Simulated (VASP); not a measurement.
Given:

```
Rh
1.0
    0.00000     1.89281     1.89281
    1.89281     0.00000     1.89281
    1.89281     1.89281     0.00000
Rh
1
Direct
  0.00000   0.00000   0.00000
```

Computed with vdW-DF-cx, VASP's PBE PAW potentials (set 64) (plane waves; VASP). Run with 520 eV cut-off, 18×18×18 Γ-centred mesh, tetrahedra with Blöchl corrections, potentials Rh_pv.

**Question.** What does the run give for the energy per atom (σ→0), band gap (on the k-mesh) with the smallest direct gap where there is one?

**Answer.** 
| Property | Value |
|---|---|
| band gap (on the k-mesh) | none (metal, semimetal or under 0.01 eV) |
| energy per atom (σ→0) | -4.380 eV/atom |

The compound is Rh in the fcc structure. It was relaxed first.
